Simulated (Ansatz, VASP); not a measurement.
**TiTe2: VASP beside Ansatz**

One calculation is typed for both programs; each brings its own data sets. How far apart do they land? The cell is taken from a series of runs on this material, whose earlier steps may have relaxed, scaled, displaced or heated it; both programs get it as it stands.

Method: plane waves, with VASP 6.6.1 beside it; zone-centre phonons at LDA, in Ansatz 0.2.0.

**1. The starting structure**

It takes space group P-3m1 (No. 164, trigonal). Conventional cell: a = 3.673 Å, b = 3.673 Å, c = 6.398 Å, α = 90.00°, β = 90.00°, γ = 120.00°. Nearest to Ti lie 6 Te at 2.73 Å. Nearest to Te lie 3 Ti at 2.73 Å. Farther neighbours and most contacts between anions are not listed.

Structure file:

```xyz
3
Lattice="3.6730 0.0000 0.0000 -1.8365 3.1809 0.0000 0.0000 0.0000 6.3975" Properties=species:S:1:pos:R:3 pbc="T T T"
Ti    0.0000    0.0000    0.0000
Te    1.8365    1.0603    1.7193
Te    0.0000    2.1206    4.6782
```

**2. VASP: zone-centre phonons, LDA**

Second derivatives magnify differences that forces hide, and they need a tight electronic threshold.

Lines of VASP's logs that name or quote its potential files are left out, and so is its time.

The input, INCAR:

```
SYSTEM = TiTe2
PREC = Accurate
ENCUT = 500
EDIFF = 1E-08
NELM = 120
ISMEAR = 0
SIGMA = 0.1
LREAL = .FALSE.
ALGO = Normal
GGA = CA
NBANDS = 18
LASPH = .TRUE.
LORBIT = 11
LWAVE = .FALSE.
LCHARG = .FALSE.
ISIF = 2
IBRION = 8
GGA_COMPAT = .FALSE.
KPAR = 2
```

The input, POSCAR:

```
TiTe2
1.0
    3.6730176008      0.0000000000      0.0000000000
   -1.8365088004      3.1809265509      0.0000000000
    0.0000000000      0.0000000000      6.3975217657
Ti Te
1 2
Direct
    0.0000000000      0.0000000000      0.0000000000
    0.6666666667      0.3333333333      0.2687453417
    0.3333333333      0.6666666667      0.7312546583
```

The input, KPOINTS:

```
Automatic mesh
0
Gamma
9 9 4
0 0 0
```

The projector-augmented-wave data sets are Ti_sv and Te (LDA family, release 64).

Run with:

```bash
> mpirun -np 2 vasp_std
```

Numbers of over 12 decimals in the logs are rounded to 6 here.

The log of the run:

```text
[banner, memory and clock lines left out]
running    2 mpi-ranks, on    1 nodes
 distrk:  each k-point on    1 cores,    2 groups
 distr:  one band on    1 cores,    1 groups

 POSCAR found type information on POSCAR TiTe
 POSCAR found :  2 types and       3 ions
 LDA part: xc-table for (Slater(with rela. corr.)+CA(PZ))
 , standard interpolation
 POSCAR, INCAR and KPOINTS ok, starting setup
 FFT: planning ... GRIDC
 FFT: planning ... GRID_SOFT
 FFT: planning ... GRID
 WAVECAR not read
 entering main loop
       N       E                     dE             d eps       ncg     rms          rms(c)
DAV:   1     0.176070350621E+03    0.17607E+03   -0.10670E+04  1548   0.122E+03
DAV:   2    -0.373809574640E+01   -0.17981E+03   -0.17614E+03  1666   0.310E+02
DAV:   3    -0.196936458981E+02   -0.15956E+02   -0.15596E+02  2302   0.851E+01
DAV:   4    -0.203040218947E+02   -0.61038E+00   -0.60795E+00  2028   0.157E+01
DAV:   5    -0.203241558796E+02   -0.20134E-01   -0.20123E-01  2262   0.276E+00    0.125E+01
DAV:   6    -0.203266222294E+02   -0.24663E-02   -0.33788E+01  1834   0.381E+01    0.127E+01
DAV:   7    -0.185613465249E+02    0.17653E+01   -0.24385E+01  1958   0.307E+01    0.510E+00
DAV:   8    -0.183530038436E+02    0.20834E+00   -0.12560E+00  1788   0.809E+00    0.167E+00
DAV:   9    -0.183593259952E+02   -0.63222E-02   -0.13988E-01  2050   0.233E+00    0.127E+00
DAV:  10    -0.183519562689E+02    0.73697E-02   -0.14035E-01  1878   0.285E+00    0.694E-01
DAV:  11    -0.183497207887E+02    0.22355E-02   -0.24882E-02  1882   0.116E+00    0.329E-01
DAV:  12    -0.183495343649E+02    0.18642E-03   -0.29906E-03  1904   0.381E-01    0.184E-01
DAV:  13    -0.183494788734E+02    0.55492E-04   -0.23493E-04  1932   0.118E-01    0.281E-02
DAV:  14    -0.183494805159E+02   -0.16425E-05   -0.74645E-06  1806   0.235E-02    0.275E-02
DAV:  15    -0.183494776596E+02    0.28563E-05   -0.87416E-06  1918   0.223E-02    0.915E-03
DAV:  16    -0.183494773861E+02    0.27351E-06   -0.14177E-06  2172   0.681E-03    0.202E-03
DAV:  17    -0.183494773799E+02    0.61723E-08   -0.31165E-08  1648   0.126E-03
   1 F= -.18349477E+02 E0= -.18345595E+02  d E =-.776376E-02
 Linear response reoptimize wavefunctions to high precision
DAV:   1    -0.183494773711E+02    0.88003E-08   -0.30527E-08  1970   0.116E-03
DAV:   2    -0.183494773712E+02   -0.79126E-10   -0.71928E-10   972   0.218E-04
 Linear response DOF=           4
 Linear response progress:
  Degree of freedom:   1/  4
       N       E                     dE             d eps       ncg     rms          rms(c)
RMM:   1    -0.726299755036E+00   -0.72630E+00    0.13428E+01  3442   0.128E+02
RMM:   2    -0.683957199087E+00    0.42343E-01   -0.44082E-01  5798   0.519E+00    0.187E-01
RMM:   3    -0.680760628154E+00    0.31966E-02   -0.24137E-02  6650   0.113E+00    0.904E-02
RMM:   4    -0.681087790398E+00   -0.32716E-03   -0.14802E-02  7871   0.484E-01    0.362E-02
RMM:   5    -0.682425365365E+00   -0.13376E-02   -0.78546E-04  7776   0.156E-01    0.137E-02
RMM:   6    -0.682813405694E+00   -0.38804E-03   -0.20968E-04  8442   0.653E-02    0.622E-03
RMM:   7    -0.682799207640E+00    0.14198E-04   -0.40646E-05  8161   0.294E-02    0.254E-03
RMM:   8    -0.682759677356E+00    0.39530E-04   -0.23229E-05  8610   0.149E-02    0.125E-03
RMM:   9    -0.682783789122E+00   -0.24112E-04   -0.11106E-05  8759   0.734E-03    0.245E-04
RMM:  10    -0.682785018307E+00   -0.12292E-05   -0.94191E-06  8895   0.429E-03    0.207E-04
RMM:  11    -0.682791415555E+00   -0.63972E-05   -0.67584E-06  8496   0.283E-03    0.577E-05
RMM:  12    -0.682792829439E+00   -0.14139E-05   -0.55402E-06  8876   0.200E-03    0.561E-05
RMM:  13    -0.682791722372E+00    0.11071E-05   -0.47518E-06  8924   0.155E-03    0.382E-05
RMM:  14    -0.682791107966E+00    0.61441E-06   -0.40534E-06  8530   0.128E-03    0.870E-05
RMM:  15    -0.682791594130E+00   -0.48616E-06   -0.36591E-06  8105   0.110E-03    0.490E-05
RMM:  16    -0.682791744319E+00   -0.15019E-06   -0.31801E-06  8775   0.966E-04    0.468E-05
RMM:  17    -0.682791811154E+00   -0.66835E-07   -0.28678E-06  9108   0.865E-04    0.532E-05
RMM:  18    -0.682792125629E+00   -0.31448E-06   -0.25347E-06  7850   0.800E-04    0.428E-05
RMM:  19    -0.682792378143E+00   -0.25251E-06   -0.22926E-06  7769   0.740E-04    0.323E-05
RMM:  20    -0.682792465257E+00   -0.87114E-07   -0.20404E-06  8656   0.679E-04    0.329E-05
RMM:  21    -0.682792495373E+00   -0.30116E-07   -0.18499E-06  8869   0.631E-04    0.375E-05
 first order change of Fermi-energy  -0.50054E-03
 force on displaced ion       1 direction 1 :  -5.719   0.000   0.000
 Linear response progress:
  Degree of freedom:   2/  4
       N       E                     dE             d eps       ncg     rms          rms(c)
RMM:   1    -0.718505037153E+00   -0.71851E+00    0.22138E+01  1558   0.132E+02
RMM:   2    -0.675119659523E+00    0.43385E-01   -0.39445E-01  2544   0.475E+00    0.209E-01
RMM:   3    -0.673090059445E+00    0.20296E-02   -0.27789E-02  2999   0.108E+00    0.103E-01
RMM:   4    -0.673616669913E+00   -0.52661E-03   -0.16935E-02  3394   0.458E-01    0.516E-02
RMM:   5    -0.674651490236E+00   -0.10348E-02   -0.74735E-04  3380   0.144E-01    0.234E-02
RMM:   6    -0.675150755767E+00   -0.49927E-03   -0.20160E-04  3400   0.661E-02    0.460E-03
RMM:   7    -0.675067923232E+00    0.82833E-04   -0.45635E-05  3580   0.290E-02    0.273E-03
RMM:   8    -0.675046878891E+00    0.21044E-04   -0.34853E-05  3605   0.161E-02    0.200E-03
RMM:   9    -0.675085351694E+00   -0.38473E-04   -0.21199E-05  3597   0.920E-03    0.616E-04
RMM:  10    -0.675091205281E+00   -0.58536E-05   -0.15600E-05  3796   0.601E-03    0.338E-04
RMM:  11    -0.675100031425E+00   -0.88261E-05   -0.11316E-05  3540   0.462E-03    0.772E-05
RMM:  12    -0.675099468028E+00    0.56340E-06   -0.10506E-05  3959   0.365E-03    0.655E-05
RMM:  13    -0.675099694011E+00   -0.22598E-06   -0.10985E-05  3778   0.306E-03    0.490E-05
RMM:  14    -0.675099385826E+00    0.30819E-06   -0.47440E-06  3427   0.273E-03    0.310E-05
[...]
RMM:  21    -0.675100835134E+00   -0.18585E-06   -0.22337E-06  3586   0.139E-03    0.172E-04
RMM:  22    -0.675100634519E+00    0.20061E-06   -0.12319E-06  3666   0.129E-03    0.186E-04
RMM:  23    -0.675100937323E+00   -0.30280E-06    0.29999E-07  3673   0.121E-03    0.205E-04
RMM:  24    -0.675100889160E+00    0.48163E-07   -0.45473E-07  3805   0.112E-03    0.222E-04
RMM:  25    -0.675100969648E+00   -0.80488E-07   -0.14738E-06  3664   0.105E-03    0.240E-04
RMM:  26    -0.675100838632E+00    0.13102E-06   -0.44679E-07  3079   0.982E-04    0.255E-04
RMM:  27    -0.675101042700E+00   -0.20407E-06   -0.20354E-07  2953   0.921E-04    0.271E-04
RMM:  28    -0.675101009601E+00    0.33099E-07    0.67673E-08  2892   0.865E-04    0.285E-04
 first order change of Fermi-energy   0.50024E-04
 force on displaced ion       1 direction 3 :   0.000   0.000 -12.232
 Linear response progress:
  Degree of freedom:   3/  4
       N       E                     dE             d eps       ncg     rms          rms(c)
RMM:   1    -0.437943553250E-01   -0.43794E-01    0.36496E-03 14115   0.113E+00
RMM:   2    -0.417838230033E-01    0.20105E-02   -0.33977E-03 11709   0.341E-01    0.809E-02
RMM:   3    -0.419016286338E-01   -0.11781E-03   -0.90097E-04 13712   0.144E-01    0.416E-02
RMM:   4    -0.419605916058E-01   -0.58963E-04   -0.18147E-04 14515   0.546E-02    0.323E-02
RMM:   5    -0.420479497495E-01   -0.87358E-04   -0.36570E-05 12737   0.305E-02    0.338E-03
RMM:   6    -0.420400630604E-01    0.78867E-05   -0.98622E-06 14534   0.131E-02    0.214E-03
RMM:   7    -0.420391200079E-01    0.94305E-06   -0.28012E-06 14322   0.607E-03    0.143E-03
RMM:   8    -0.420389594171E-01    0.16059E-06   -0.69477E-07 14411   0.297E-03    0.468E-04
RMM:   9    -0.420391680626E-01   -0.20865E-06   -0.14972E-06 15307   0.145E-03    0.177E-04
RMM:  10    -0.420390479425E-01    0.12012E-06    0.85725E-08 15717   0.720E-04    0.725E-05
RMM:  11    -0.420391362868E-01   -0.88344E-07   -0.38101E-07 15158   0.391E-04    0.233E-05
RMM:  12    -0.420391264028E-01    0.98840E-08    0.58095E-08 15719   0.233E-04    0.113E-05
 first order change of Fermi-energy   0.12066E-03
 force on displaced ion       2 direction 1 :  -3.854   0.000   0.001
 Linear response progress:
  Degree of freedom:   4/  4
       N       E                     dE             d eps       ncg     rms          rms(c)
RMM:   1    -0.678377869509E-01   -0.67838E-01    0.31191E-02  3662   0.133E+00
RMM:   2    -0.651957595316E-01    0.26420E-02   -0.40121E-03  3192   0.369E-01    0.160E-01
RMM:   3    -0.654039762954E-01   -0.20822E-03   -0.13323E-03  3052   0.252E-01    0.128E-01
RMM:   4    -0.652723390421E-01    0.13164E-03   -0.50518E-04  3009   0.169E-01    0.621E-02
RMM:   5    -0.652952060762E-01   -0.22867E-04   -0.14995E-04  3599   0.627E-02    0.452E-02
RMM:   6    -0.653358559931E-01   -0.40650E-04   -0.35076E-05  3466   0.337E-02    0.437E-03
RMM:   7    -0.653341983849E-01    0.16576E-05   -0.12433E-05  3786   0.150E-02    0.408E-03
RMM:   8    -0.653325245976E-01    0.16738E-05   -0.46115E-06  3824   0.660E-03    0.272E-03
RMM:   9    -0.653315091817E-01    0.10154E-05   -0.33064E-06  3420   0.375E-03    0.947E-04
RMM:  10    -0.653322241432E-01   -0.71496E-06   -0.87418E-07  3772   0.194E-03    0.306E-04
RMM:  11    -0.653321651150E-01    0.59028E-07   -0.57983E-08  3841   0.917E-04    0.110E-04
RMM:  12    -0.653322412339E-01   -0.76119E-07   -0.37200E-07  3980   0.477E-04    0.699E-05
RMM:  13    -0.653321524762E-01    0.88758E-07   -0.50226E-07  3657   0.271E-04    0.217E-05
RMM:  14    -0.653321589107E-01   -0.64345E-08   -0.87585E-07  4048   0.158E-04    0.216E-05
RMM:  15    -0.653321584877E-01    0.42299E-09   -0.30633E-07  3867   0.106E-04    0.981E-06
RMM:  16    -0.653321608112E-01   -0.23235E-08   -0.25647E-07  3849   0.860E-05    0.407E-06
RMM:  17    -0.653321590484E-01    0.17627E-08    0.16605E-07  3917   0.706E-05    0.309E-06
RMM:  18    -0.653321594761E-01   -0.42765E-09   -0.17456E-07  3694   0.644E-05    0.102E-06
RMM:  19    -0.653321595906E-01   -0.11456E-09   -0.26292E-08  3688   0.610E-05    0.375E-07
 first order change of Fermi-energy   0.25088E+00
 force on displaced ion       2 direction 3 :  -0.000  -0.000  -8.014
 Linear response finished
```

From OUTCAR (step 2):

```text
ion  position               nearest neighbor table
   1  0.000  0.000  0.000-   2 2.73   3 2.73   2 2.73   3 2.73   2 2.73   3 2.73
   2  0.667  0.333  0.269-   1 2.73   1 2.73   1 2.73   3 3.64   3 3.64   3 3.64
   3  0.333  0.667  0.731-   1 2.73   1 2.73   1 2.73   2 3.64   2 3.64   2 3.64

  LATTYP: Found a hexagonal cell.
 ALAT       =     3.6730176008
 C/A-ratio  =     1.7417618049

 Subroutine GETGRP returns: Found 12 space group operations
 (whereof 12 operations were pure point group operations)

The static configuration has the point symmetry D_3d.

 Found     43 irreducible k-points:

   k-points           NKPTS =     43   k-points in BZ     NKDIM =     43   number of bands    NBANDS=     18

   dimension x,y,z NGX =    28 NGY =   28 NGZ =   48
   dimension x,y,z NGXF=    56 NGYF=   56 NGZF=   96

   ENCUT  =  500.0 eV  36.75 Ry    6.06 a.u.   6.70  6.70 11.66*2*pi/ulx,y,z

   NELECT =      24.0000    total number of electrons

 k-points in reciprocal lattice and weights: Automatic mesh
   0.00000000  0.00000000  0.00000000       0.003
   0.11111111  0.00000000  0.00000000       0.019
   0.22222222 -0.00000000  0.00000000       0.019
   0.33333333  0.00000000  0.00000000       0.019
   0.44444444 -0.00000000  0.00000000       0.019
   0.11111111  0.11111111  0.00000000       0.019
   0.22222222  0.11111111  0.00000000       0.037
   0.33333333  0.11111111  0.00000000       0.037
   0.44444444  0.11111111  0.00000000       0.019
[...]
0.33333333  0.22222222  0.50000000       0.037
   0.33333333  0.33333333  0.50000000       0.006

 average (electrostatic) potential at core
       1 -73.7035       2 -87.4012       3 -87.4012

  Total       -0.2492179     -0.2492179     -0.6237924      0.0000000      0.0000000      0.0000000
  in kB       -5.3419702     -5.3419702    -13.3709486      0.0000000      0.0000000      0.0000000
  external PRESSURE =      -8.0182963 kB  Pullay stress =       0.0000000 kB

  energy-cutoff  :      500.00
  volume of cell :       74.75
      direct lattice vectors                 reciprocal lattice vectors
     3.673017601  0.000000000  0.000000000     0.272255706  0.157186905  0.000000000
    -1.836508800  3.180926551  0.000000000     0.000000000  0.314373810  0.000000000
     0.000000000  0.000000000  6.397521766     0.000000000  0.000000000  0.156310527

 POSITION                                       TOTAL-FORCE (eV/Angst)
 -----------------------------------------------------------------------------------
      0.00000      0.00000      0.00000        -0.000000      0.000000      0.000000
      1.83651      1.06031      1.71930        -0.000000     -0.000000     -0.085841
     -0.00000      2.12062      4.67822         0.000000      0.000000      0.085841
 -----------------------------------------------------------------------------------
    total drift:                               -0.000000     -0.000000     -0.000000

 Eigenvectors and eigenvalues of the dynamical matrix
 ----------------------------------------------------

   1 f  =    8.606768 THz    54.077920 2PiTHz  287.090887 cm-1    35.594717 meV
             X         Y         Z           dx          dy          dz
      0.000000  0.000000  0.000000    -0.000000    0.000000   -0.918093
      1.836509  1.060309  1.719304     0.000000    0.000000    0.280272
     -0.000000  2.120618  4.678218     0.000000    0.000000    0.280272

   2 f  =    5.885720 THz    36.981066 2PiTHz  196.326470 cm-1    24.341369 meV
             X         Y         Z           dx          dy          dz
      0.000000  0.000000  0.000000     0.000000   -0.918020   -0.000000
      1.836509  1.060309  1.719304    -0.000000    0.280392   -0.000000
     -0.000000  2.120618  4.678218    -0.000000    0.280392    0.000000

   3 f  =    5.885720 THz    36.981066 2PiTHz  196.326470 cm-1    24.341369 meV
             X         Y         Z           dx          dy          dz
      0.000000  0.000000  0.000000     0.918020    0.000000   -0.000000
      1.836509  1.060309  1.719304    -0.280392   -0.000000    0.000000
     -0.000000  2.120618  4.678218    -0.280392   -0.000000    0.000000

   4 f  =    4.366150 THz    27.433327 2PiTHz  145.639075 cm-1    18.056936 meV
             X         Y         Z           dx          dy          dz
      0.000000  0.000000  0.000000     0.000000    0.000000   -0.000000
      1.836509  1.060309  1.719304     0.000000   -0.000000    0.707107
     -0.000000  2.120618  4.678218     0.000000    0.000000   -0.707107

   5 f  =    3.052463 THz    19.179191 2PiTHz  101.819206 cm-1    12.623967 meV
             X         Y         Z           dx          dy          dz
      0.000000  0.000000  0.000000     0.000000    0.000000    0.000000
      1.836509  1.060309  1.719304     0.000001   -0.707107   -0.000000
     -0.000000  2.120618  4.678218    -0.000001    0.707107    0.000000

   6 f  =    3.052463 THz    19.179191 2PiTHz  101.819206 cm-1    12.623967 meV
             X         Y         Z           dx          dy          dz
      0.000000  0.000000  0.000000    -0.000000    0.000000    0.000000
      1.836509  1.060309  1.719304    -0.707107   -0.000001   -0.000000
     -0.000000  2.120618  4.678218     0.707107    0.000001    0.000000

   7 f/i=    0.005969 THz     0.037505 2PiTHz    0.199108 cm-1     0.024686 meV
             X         Y         Z           dx          dy          dz
      0.000000  0.000000  0.000000     0.008976    0.396432    0.000000
      1.836509  1.060309  1.719304     0.014695    0.648972   -0.000000
     -0.000000  2.120618  4.678218     0.014695    0.648972    0.000000

   8 f/i=    0.005969 THz     0.037505 2PiTHz    0.199108 cm-1     0.024686 meV
             X         Y         Z           dx          dy          dz
      0.000000  0.000000  0.000000    -0.396432    0.008976    0.000000
      1.836509  1.060309  1.719304    -0.648972    0.014695    0.000000
     -0.000000  2.120618  4.678218    -0.648972    0.014695    0.000000

   9 f/i=    0.010313 THz     0.064801 2PiTHz    0.344018 cm-1     0.042653 meV
             X         Y         Z           dx          dy          dz
      0.000000  0.000000  0.000000    -0.000000    0.000000   -0.396365
      1.836509  1.060309  1.719304     0.000000    0.000000   -0.649190
     -0.000000  2.120618  4.678218     0.000000   -0.000000   -0.649190

 ELASTIC MODULI CONTR FROM IONIC RELAXATION (kBar)
 Direction    XX          YY          ZZ          XY          YZ          ZX
 --------------------------------------------------------------------------------
 XX        -221.2678   -146.9941   -349.3567      0.0000   -129.1849      0.0000
 YY        -146.9941   -221.2678   -349.3567      0.0000    129.1849      0.0000
 ZZ        -349.3567   -349.3567   -662.8442      0.0000      0.0000      0.0000
 XY           0.0000      0.0000      0.0000    -37.1368     -0.0000   -107.4542
 YZ        -129.1849    129.1849      0.0000     -0.0000   -449.3848     -0.0000
 ZX           0.0000      0.0000      0.0000   -107.4542     -0.0000   -310.9149
 --------------------------------------------------------------------------------
```

The k-mesh is coarse for a metal.

(Continued in part 2 of 2.)

[Lines on the potential files, build, host, timing and source positions are cut from VASP's logs without a mark.]

[Logs are printed without paths, hosts, clocks, repeated set-up lines and the standing remarks that a program may print on its own settings, such as how far it seeks lower states.]

[Hosts, paths, dates, database ids (printed as entryN), source tags and the programs' standing remarks are cut or masked in the printed files.]
